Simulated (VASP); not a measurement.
An input for Quantum ESPRESSO's pw.x (written as the equivalent of a VASP run, and not itself run):

```
&CONTROL
  calculation = 'vc-relax'
  pseudo_dir = './pseudo'
  outdir = './out'
  tprnfor = .true.
  tstress = .true.
  nstep = 30
  forc_conv_thr = 0.00039
/
&SYSTEM
  ibrav = 0
  nat = 2
  ntyp = 1
  ecutwfc = 78
  occupations = 'smearing'
  smearing = 'methfessel-paxton'
  degauss = 0.00735
  input_dft = 'vdw-df2-b86r'
/
&ELECTRONS
  conv_thr = 7.3e-09
  electron_maxstep = 100
/
&IONS
/
&CELL
  cell_dofree = 'shape'
/
ATOMIC_SPECIES
  Sc 44.956 Sc.upf
CELL_PARAMETERS angstrom
     1.6111072   -2.7905194    0.0000000
     1.6111072    2.7905194    0.0000000
     0.0000000    0.0000000    4.9957522
ATOMIC_POSITIONS crystal
  Sc   0.3333330  0.6666670  0.2500000
  Sc   0.6666670  0.3333330  0.7500000
K_POINTS automatic
  13 13 7 0 0 0
```

Task: Translate this input to VASP (INCAR, KPOINTS, POSCAR, choice of POTCAR).

Result: Several could match; the one computed here: 
**POSCAR**
```
Sc
1
    1.6111071812    -2.7905194111     0.0000000000
    1.6111071812     2.7905194111     0.0000000000
    0.0000000000     0.0000000000     4.9957522190
Sc
2
Direct
  0.3333330000   0.6666670000   0.2500000000
  0.6666670000   0.3333330000   0.7500000000
```

INCAR:
```
SYSTEM = Sc
PREC = Accurate; ENCUT = 520; LREAL = .FALSE.
LASPH = .TRUE.
EDIFF = 1E-7; NELM = 100; ALGO = Normal
LMAXMIX = 4
ISMEAR = 1; SIGMA = 0.1
GGA = MK; LUSE_VDW = .TRUE.; AGGAC = 0.0
PARAM1 = 0.1234568; PARAM2 = 0.7114; ZAB_VDW = -1.8867
IBRION = 2; NSW = 30; ISIF = 4
EDIFFG = -0.01
LWAVE = .FALSE.; LCHARG = .FALSE.
```

### KPOINTS
```
kpoints
0
G
  13 13 7
0 0 0
```

POTCAR, in this order: Sc_sv (PBE.64 set). Program: vasp_std.

Limits of the translation: the potentials are each code's own (VASP's PAW set, PseudoDojo norm-conserving files in pw.x), so ENCUT and ecutwfc are chosen apart and not converted; conv_thr bounds pw.x's estimated SCF error, while EDIFF bounds the energy change between steps; forc_conv_thr acts on force components and is met together with etot_conv_thr.

The compound is Sc in the hcp structure. This cell is one point of a volume scan, at 0.94 of the reference volume. Symmetry was kept, so distortions that lower it aren't found.
